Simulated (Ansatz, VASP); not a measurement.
# Cross-check of BiP between VASP and Ansatz, part 2 of 2

Aim: how closely do two programs agree when they are given the same cell, functional and k mesh? The cell is generated by rule, not measured, and may not be a known phase. The cell is taken from a series of runs on this material, whose earlier steps may have relaxed, scaled, displaced or heated it; both programs get it as it stands.

VASP 6.6.1 and Ansatz 0.2.0.

So far: The starting structure; Ansatz: relaxation of cell and atoms, PBEsol, pair 1; VASP: relaxation of cell and atoms, PBEsol, pair 1; Comparison.

## Step 5: VASP: relaxation of cell and atoms, PBEsol, pair 2

Level of this step: PBEsol; plane waves and PAW (Bi_d, P); invented cell (VASP).

The relaxed volume is the usual yardstick between codes: in a stiff, nearly cubic crystal its relative difference is about their pressure difference at one cell divided by the bulk modulus. Its start cell is another than that of the pair before, and may be another structure of the material.

The input, INCAR:

```
SYSTEM = BiP
PREC = Accurate
ENCUT = 500
EDIFF = 1E-07
NELM = 120
ISMEAR = 1
SIGMA = 0.2
LREAL = .FALSE.
ALGO = Normal
GGA = PS
NBANDS = 16
LORBIT = 11
LWAVE = .FALSE.
LCHARG = .FALSE.
ISIF = 3
IBRION = 2
NSW = 80
EDIFFG = -0.005
LASPH = .TRUE.
GGA_COMPAT = .FALSE.
NELMIN = 4
EFERMI = MIDGAP
KPAR = 2
```

The input, POSCAR:

```
BiP
1.0
    2.0322710000      1.1733320000      3.4509410000
   -2.0322710000      1.1733320000      3.4509410000
    0.0000000000     -2.3466640000      3.4509410000
Bi P
1 1
Direct
    0.9950838530      0.9950838530      0.9950838530
    0.5236741708      0.5236741708      0.5236741708
```

The input, KPOINTS:

```
Automatic mesh
0
Gamma
9 9 9
0 0 0
```

Potentials, in the order of the species: Bi_d and P (PBE family, release 64).

Run with:

```bash
mpirun -np 2 vasp_std
```

Numbers of over 12 decimals in the logs are rounded to 6 here.

The program printed:

```text
[banner, memory and clock lines left out]
running    2 mpi-ranks, on    1 nodes
[...]
[... a notice as in an earlier step ...]

 LDA part: xc-table for (Slater+PW92), standard interpolation
 POSCAR, INCAR and KPOINTS ok, starting setup
[...]
entering main loop
       N       E                     dE             d eps       ncg     rms          rms(c)
DAV:   1     0.142932400481E+03    0.14293E+03   -0.10021E+04  2736   0.133E+03
DAV:   2    -0.888980161433E+00   -0.14382E+03   -0.14088E+03  2976   0.347E+02
DAV:   3    -0.100046880814E+02   -0.91157E+01   -0.90871E+01  3616   0.871E+01
DAV:   4    -0.102020397495E+02   -0.19735E+00   -0.19729E+00  3344   0.143E+01
[...]
DAV:  11    -0.994763572090E+01   -0.42554E-05   -0.24851E-05  3704   0.384E-02    0.779E-03
DAV:  12    -0.994763550792E+01    0.21298E-06   -0.19291E-06  3552   0.832E-03    0.396E-03
DAV:  13    -0.994763542045E+01    0.87472E-07   -0.19490E-07  3432   0.291E-03
   1 F= -.99476354E+01 E0= -.99480124E+01  d E =-.994764E+01
[... from here on, the cycles between the ionic steps are left out ...]
   2 F= -.99476763E+01 E0= -.99480556E+01  d E =-.408553E-04
   3 F= -.99476933E+01 E0= -.99480746E+01  d E =-.578835E-04
   4 F= -.99476872E+01 E0= -.99480726E+01  d E =-.518230E-04
   5 F= -.99476974E+01 E0= -.99480800E+01  d E =-.619575E-04
   6 F= -.99477215E+01 E0= -.99481026E+01  d E =-.240896E-04
   7 F= -.99477250E+01 E0= -.99481055E+01  d E =-.276417E-04
   8 F= -.99477251E+01 E0= -.99481055E+01  d E =-.277527E-04
   9 F= -.99477301E+01 E0= -.99481103E+01  d E =-.492293E-05
  10 F= -.99477335E+01 E0= -.99481136E+01  d E =-.833701E-05
[...]
reached required accuracy - stopping structural energy minimisation
```

From OUTCAR (step 5):

```text
  Total        0.0003637      0.0003637      0.0014945     -0.0000000      0.0000000      0.0000000
  in kB        0.0117754      0.0117754      0.0483855     -0.0000000      0.0000000      0.0000000
  external PRESSURE =       0.0239787 kB  Pullay stress =       0.0000000 kB

 POSITION                                       TOTAL-FORCE (eV/Angst)
 -----------------------------------------------------------------------------------
     -0.00000      0.00000     10.31736        -0.000000      0.000000      0.000373
     -0.00000      0.00000      5.43584         0.000000      0.000000     -0.000373
 -----------------------------------------------------------------------------------
    total drift:                               -0.000000      0.000001      0.000415

  FREE ENERGIE OF THE ION-ELECTRON SYSTEM (eV)
  ---------------------------------------------------
  free  energy   TOTEN  =        -9.9477334677 eV

  energy  without entropy=       -9.9488738536  energy(sigma->0) =       -9.94811360

[... 1 part as in an earlier step ...]

[... 3 further parts left out ...]
[key lines of the parts left out:]
E-fermi :   7.2116
```

Methfessel-Paxton smearing is not meant for a cell with a gap. The run keeps the 6 symmetry operations of its start, so it cannot find a distortion of lower symmetry.

## Step 6: Ansatz: relaxation of cell and atoms, PBEsol, pair 2

The same cell, functional, mesh and smearing now go to Ansatz, which takes its cutoff from its data sets.

The cell is taken from a series of runs on this material, whose earlier steps may have relaxed, scaled, displaced or heated it; both programs get it as it stands.

The input, input.yaml:

```yaml
crystal:
  lattice:
    - [2.0322709532, 1.1733321819, 3.4509405399]
    - [-2.0322709532, 1.1733321819, 3.4509405399]
    - [0.0, -2.3466643638, 3.4509405399]
  atoms:
    - { symbol: Bi, position: [0.995084033, 0.995084033, 0.995084033] }
    - { symbol: P, position: [0.5236742187, 0.5236742187, 0.5236742187] }
kpoints:
  mp_grid: { grid: [9, 9, 9] }
hamiltonian:
  xc: pbesol
  pseudopotentials: { kind: nc }
scf:
  occupations: { method: methfessel_paxton, width: 0.2 }
output:
  forces: true
  stress: true
  eigenvalues: true
relax:
  adjacent_minimum: "off"
  f_tol: 0.001
  max_steps: 60
  cell: { stress_tol: 0.01 }
```

Run with:

```bash
ansatz run input.yaml --threads 4 --pin off --max-ram 7168MiB --backend cpu --events-out ev --progress --plain --runs-dir out
```

The program printed:

```text
[...]
Crystal: 2 atoms, lattice volume = 49.373 Å³
Basis set: ecut = 897.975746 eV, 3005 PW (Γ), exchange–correlation on 90×90×90 points (8 copies of the dense FFT grid, shifted against one another)
Bands: 14, of which v1, the nominal top of the filled ones, is band 10 counted from 1 (9 counted from 0)
Symmetry: 6 space group operations
[...]
k-point 84: bands = [... 6 lower, 0.3545, 7.4197, 8.5833, 9.4291, 11.1258, 11.2802, 12.8721, 17.6364]
--- Relaxed structure (3 steps of the walk, 3 accepted, 1 SCFs on fresh bases) ---
[...]
cell:  # Å, volume = 49.3999 Å³
    - [2.032827, 1.173653, 3.450916]
    - [-2.032827, 1.173653, 3.450916]
    - [0, -2.347306, 3.450916]
  atoms:
    - { symbol: Bi, position: [0.994895, 0.994895, 0.994895] }
    - { symbol: P, position: [0.523864, 0.523864, 0.523864] }
[key lines of the parts left out:]
SCF converged after 5 iterations
Free energy (F): -2410.867002 eV
Fermi energy:    10.142586 eV
P = ⅓ Tr σ = 0.0020 GPa (0.020 kbar)
```

## Step 7: Comparison

The two programs side by side:

```tsv
quantity	Ansatz	VASP	difference
volume (Å³)	49.40	49.49	-0.17 %
edge a after relaxation, in the typed setting (Å)	4.174	4.179	-0.13 %
```

## Step 8: Ansatz: relaxation of cell and atoms, PBEsol, pair 3

The relaxed volume is the usual yardstick between codes: in a stiff, nearly cubic crystal its relative difference is about their pressure difference at one cell divided by the bulk modulus.

The cell is taken from a series of runs on this material, whose earlier steps may have relaxed, scaled, displaced or heated it; both programs get it as it stands.

input.yaml, the sections that differ from step 6:

```yaml
crystal:
  lattice:
    - [-2.0411886135, 2.0411886135, 2.9369901361]
    - [2.0411886135, -2.0411886135, 2.9369901361]
    - [2.0411886135, 2.0411886135, -2.9369901361]
  atoms:
    - { symbol: Bi, position: [0.0114869987, 0.0114869987, 0.0] }
    - { symbol: P, position: [0.4678373908, 0.4678373908, 0.0] }
kpoints:
  mp_grid: { grid: [10, 10, 10] }
scf:
  occupations: { method: fixed }
# hamiltonian, output, relax: as in step 6
```

The program printed:

```text
[...]
Crystal: 2 atoms, lattice volume = 48.947 Å³
Basis set: ecut = 897.975746 eV, 2995 PW (Γ), exchange–correlation on 90×90×90 points (8 copies of the dense FFT grid, shifted against one another)
Bands: 14, of which v1, the nominal top of the filled ones, is band 10 counted from 1 (9 counted from 0)
Symmetry: 8 space group operations
[...]
k-point 101: bands = [... 6 lower, 1.5155, 4.7051, 6.5460, 6.5460, 12.8191, 16.1213, 16.1213, 17.2644]
--- Relaxed structure (3 steps of the walk, 3 accepted, 1 SCFs on fresh bases) ---
[...]
cell:  # Å, volume = 48.9776 Å³
    - [-2.041403, 2.041403, 2.938190]
    - [2.041403, -2.041403, 2.938190]
    - [2.041403, 2.041403, -2.938190]
  atoms:
    - { symbol: Bi, position: [0.011640, 0.011640, 0] }
    - { symbol: P, position: [0.467685, 0.467685, 0] }
[key lines of the parts left out:]
SCF converged after 6 iterations
Free energy (F): -2410.852262 eV
Fermi energy:    10.274267 eV
P = ⅓ Tr σ = -0.0020 GPa (-0.020 kbar)
```

## Step 9: VASP: relaxation of cell and atoms, PBEsol, pair 3

The same cell, functional and mesh now go to VASP, with its own data sets.

Edit INCAR of step 5 so:

```diff
@@ -5,4 +5,4 @@
 NELM = 120
-ISMEAR = 1
-SIGMA = 0.2
+ISMEAR = 0
+SIGMA = 0.01
 LREAL = .FALSE.
```

The input, POSCAR:

```
BiP
1.0
   -2.0411890000      2.0411890000      2.9369900000
    2.0411890000     -2.0411890000      2.9369900000
    2.0411890000      2.0411890000     -2.9369900000
Bi P
1 1
Direct
    0.0114869305      0.0114869305      0.0000000000
    0.4678374799      0.4678374799      0.0000000000
```

The input, KPOINTS:

```
Automatic mesh
0
Gamma
10 10 10
0 0 0
```

Run with:

```bash
mpirun -np 2 vasp_std
```

The program printed:

```text
[... set-up lines as in an earlier step ...]
 entering main loop
       N       E                     dE             d eps       ncg     rms          rms(c)
DAV:   1     0.140555349954E+03    0.14056E+03   -0.99931E+03  3264   0.132E+03
DAV:   2    -0.115768731198E+01   -0.14171E+03   -0.13887E+03  3616   0.346E+02
DAV:   3    -0.100039904660E+02   -0.88463E+01   -0.87392E+01  4256   0.854E+01
DAV:   4    -0.101947549631E+02   -0.19076E+00   -0.19073E+00  4160   0.141E+01
[...]
DAV:  12    -0.993189523807E+01    0.16748E-06   -0.18365E-06  4176   0.792E-03    0.393E-03
DAV:  13    -0.993189512796E+01    0.11011E-06   -0.15835E-07  3984   0.299E-03    0.559E-04
DAV:  14    -0.993189513230E+01   -0.43383E-08   -0.13391E-08  2480   0.111E-03
   1 F= -.99318951E+01 E0= -.99318951E+01  d E =-.993190E+01
[...]
2 F= -.99319178E+01 E0= -.99319178E+01  d E =-.226368E-04
[...]
3 F= -.99319230E+01 E0= -.99319230E+01  d E =-.278383E-04
[...]
4 F= -.99319312E+01 E0= -.99319312E+01  d E =-.823406E-05
[...]
5 F= -.99319375E+01 E0= -.99319375E+01  d E =-.145170E-04
[...]
6 F= -.99319425E+01 E0= -.99319425E+01  d E =-.505775E-05
 trial-energy change:   -0.000005  1 .order   -0.000005   -0.000007   -0.000003
 step:   0.8820(harm=  0.8820)  dis= 0.00052  next Energy=    -9.931944 (dE=-0.636E-05)
 reached required accuracy - stopping structural energy minimisation
```

OUTCAR, selected parts (step 9):

```text
  Total       -0.0009123     -0.0009123      0.0088919      0.0000000      0.0000000      0.0000000
  in kB       -0.0298096     -0.0298096      0.2905557      0.0000000      0.0000000      0.0000000
  external PRESSURE =       0.0769788 kB  Pullay stress =       0.0000000 kB

 POSITION                                       TOTAL-FORCE (eV/Angst)
 -----------------------------------------------------------------------------------
      2.04236      2.04236     -2.86914         0.000000      0.000000      0.000371
      0.00000      0.00000      2.74763        -0.000000     -0.000000     -0.000371
 -----------------------------------------------------------------------------------
    total drift:                                0.000000      0.000000      0.000231

  FREE ENERGIE OF THE ION-ELECTRON SYSTEM (eV)
  ---------------------------------------------------
  free  energy   TOTEN  =        -9.9319425453 eV

  energy  without entropy=       -9.9319425453  energy(sigma->0) =       -9.93194255

[... 1 part as in an earlier step ...]

[... 3 further parts left out ...]
[key lines of the parts left out:]
E-fermi :   7.4386
```

The run keeps the 8 symmetry operations of its start, so it cannot find a distortion of lower symmetry.

## Step 10: Comparison

What differs besides the data sets and the points named for the pairs above, as far as they apply: fixed occupations in Ansatz, narrow Gaussian smearing in VASP. Total energies have different zeros and are not compared.

Both answers:

```tsv
quantity	Ansatz	VASP	difference
volume (Å³)	48.98	49.03	-0.11 %
edge a after relaxation, in the typed setting (Å)	4.119	4.120	-0.03 %
```

## Step 11: Summary of results

* difference in volume (relaxation of cell and atoms, PBEsol, pair 1): -0.077 %
* difference in volume (relaxation of cell and atoms, PBEsol, pair 2): -0.17 %
* difference in volume (relaxation of cell and atoms, PBEsol, pair 3): -0.11 %

**Reading.** The difference in volume is -0.17 % (relaxation of cell and atoms, PBEsol, pair 2), within the 1.2 % picked in this series as the mark of a large difference, as far as the stopping tolerances let one tell. 2 further runs of this series are not shown here. Such differences can come from data sets, numerical settings and the points named under the comparisons, not from the functional's error against experiment.

[Lines on the potential files, build, host, timing and source positions are cut from VASP's logs without a mark.]

[Logs are printed without paths, hosts, clocks, repeated set-up lines and the standing remarks that a program may print on its own settings, such as how far it seeks lower states.]

[Hosts, paths, dates, database ids (printed as entryN), source tags and the programs' standing remarks are cut or masked in the printed files.]
